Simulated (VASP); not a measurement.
An input for Ansatz (written as the equivalent of a VASP run, and not itself run):

Ansatz 0.2 input:
```yaml
crystal:
  lattice:
    - [0.0000000, 2.9155030, 2.9155030]
    - [2.9155030, 0.0000000, 2.9155030]
    - [2.9155030, 2.9155030, 0.0000000]
  atoms:
    - { symbol: Al, position: [0.2500000, 0.2500000, 0.2500000] }
    - { symbol: Al, position: [0.7500000, 0.7500000, 0.7500000] }
    - { symbol: Pt, position: [0.0000000, 0.0000000, 0.0000000] }
kpoints:
  mp_grid: { grid: [8, 8, 8] }
hamiltonian:
  xc: pbesol
  pseudopotentials: { kind: paw }
scf:
  occupations: { method: methfessel_paxton, width: 0.1 }
  max_iter: 100
relax:
  max_steps: 40
  f_tol: 0.01
  cell: { p_target: 5 }
output: { forces: true, stress: true, eigenvalues: true }
```

Problem. Translate this input to VASP (INCAR, KPOINTS, POSCAR, choice of POTCAR).

Solution. This is not unique; one that fits is 
INCAR:
```
ALGO=Normal   ! blocked Davidson
EDIFF=1E-7
NELM=100   ! most electronic steps
PREC=Accurate
LREAL=F   ! projection in real space or not
SIGMA=0.1   ! width (eV)
SYSTEM=PtAl2
PSTRESS=50
GGA=PS
LASPH=T
LWAVE=F
EDIFFG=-0.01   ! ionic stop
ISIF=3
ENCUT=480
LCHARG=F
NSW=40
IBRION=2   ! conjugate gradients
LMAXMIX=6
ISMEAR=1   ! Methfessel-Paxton
```

KPOINTS:
```
Automatic mesh
0
Gamma
8 8 8
0 0 0
```

**POSCAR**
```
PtAl2
1.0
  0.0000000000   2.9155030278   2.9155030278
  2.9155030278   0.0000000000   2.9155030278
  2.9155030278   2.9155030278   0.0000000000
Al Pt
2 1
direct
  0.2500000000   0.2500000000   0.2500000000
  0.7500000000   0.7500000000   0.7500000000
  0.0000000000   0.0000000000   0.0000000000
```

POTCAR, in this order: Al Pt (PBE.64 set). Program: vasp_std.

What does not carry over: each code has its own PAW files, so the cut-off isn't converted (ENCUT is set for VASP's; basis.ecutwfc is left out, and Ansatz then takes the one that its files recommend); Ansatz stops its SCF on the density residual and VASP on the energy change (EDIFF).

The compound is PtAl2 in the fluorite structure. It was relaxed first under an external pressure of 5 GPa.
